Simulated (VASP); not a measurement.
# Ba2Tl5V3O12 under changes of volume

One of the cells (22.720 Å³/atom); the others are scaled copies at fixed shape and fractional positions:

```
CELL_PARAMETERS angstrom
6.60807 0.04913 0.02003
2.84150 8.30850 0.00381
2.66478 2.45279 9.13397
ATOMIC_POSITIONS crystal
Ba 0.80419 0.04665 0.02264
Ba 0.21205 0.95157 0.34012
V 0.74540 0.70796 0.33582
V 0.25963 0.26599 0.03225
V 0.04074 0.07695 0.66106
Tl 0.25636 0.39847 0.35003
Tl 0.58966 0.34866 0.60553
Tl 0.57327 0.88069 0.66842
Tl 0.74552 0.49664 0.11648
Tl 0.11891 0.64206 0.74303
O 0.28433 0.09717 0.54175
O 0.85350 0.49575 0.34386
O 0.40255 0.20448 0.17282
O 0.88414 0.05377 0.55967
O 0.14017 0.47956 0.98899
O 0.54627 0.73631 0.48712
O 0.90594 0.24279 0.73262
O 0.61543 0.80058 0.18857
O 0.05538 0.16451 0.10164
O 0.08209 0.90404 0.80708
O 0.44178 0.20123 0.89187
O 0.94269 0.80417 0.30862
```

The cell was built by a generator and needn't be a form met in nature.

| Item | Value |
| --- | --- |
| Program | VASP 6.6.1 |
| Functional | PBE |
| Potentials or basis | VASP PAW PBE potentials, release 64 (Ba_sv, V_sv, Tl_d, O) |
| Cutoff | 520 eV |
| k mesh | 5 × 4 × 3 |
| Occupations | fermi-dirac, width 0.05 eV |
| Spin | collinear spin, ferromagnetic start |
| Starting moments | [0.0, 0.0, 2.0, 2.0, 2.0, 0.0, 0.0, 0.0, 0.0, 0.0, 0.0, 0.0, 0.0, 0.0, 0.0, 0.0, 0.0, 0.0, 0.0, 0.0, 0.0, 0.0] μB |

```tsv
volume (Å³/atom)	energy over the lowest point (meV/atom)	pressure (GPa)	gap on the mesh (eV)	largest force (eV/Å)
21.793	?	?	?	?
22.256	12.20	3.7	2.89	1.102
22.720	3.72	2.0	2.90	0.629
23.648	0.00	-0.8	2.89	0.267
24.111	3.88	-2.0	2.88	0.610
```

Task: What does the run at 21.793 Å³/atom give?

Result: Energy over the lowest point 25.76 meV/atom; pressure 5.5 GPa; gap on the mesh 2.88 eV; largest force 1.612 eV/Å.

Worked out: A Birch-Murnaghan fit of order 2 (a polynomial in V^(-2/3)) to the other rows has its minimum at 23.39 Å³/atom with B0 = V·E''(V) = 68 GPa at fixed shape and positions, which overstates the stiffness. It gives 25.65 meV/atom at 21.793 Å³/atom, against the run's 25.76, and -dE/dV = 5.6 GPa, against 5.5. A straight line through the other rows of the gap, of slope -0.148 eV per unit of ln V, extrapolates to 2.90 eV, against the run's 2.88.

Energies are extrapolated to zero smearing.

Caveats: spin-orbit coupling is left out, which as a rule narrows the gap of such compounds by several tenths of an eV; an odd mesh through Γ misses points on the zone boundary, where band edges often lie; forces of over 1 eV/Å show positions far from the minimum, so gaps and moduli don't describe the material at rest (some runs).
